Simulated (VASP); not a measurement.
Here is the system:

```yaml
crystal:
  lattice:
    - [0.00000, 2.83033, 2.83033]
    - [2.83033, 0.00000, 2.83033]
    - [2.83033, 2.83033, 0.00000]
  atoms:
    - { symbol: Li, position: [0.25000, 0.25000, 0.25000] }
    - { symbol: Li, position: [0.75000, 0.75000, 0.75000] }
    - { symbol: S, position: [0.00000, 0.00000, 0.00000] }
```

Computed with TPSS meta-GGA, VASP's PBE PAW potentials (set 64) (plane waves; VASP 6.6.1). Run with 520 eV cut-off, 8×8×8 Γ-centred mesh, tetrahedra with Blöchl corrections, potentials Li_sv S.

Problem. Estimate the energy per atom (σ→0), band gap (over mesh and band path) with the smallest direct gap where there is one.

Solution. 
The band gap (over mesh and band path) is 3.42 eV and the smallest direct gap (over mesh and band path) comes out as 4.51 eV. The energy per atom (σ→0) is -6.275 eV/atom.

The absolute energy has meaning only against runs of the same code, potentials and settings.

The compound is Li2S in the antifluorite structure. It was relaxed first.
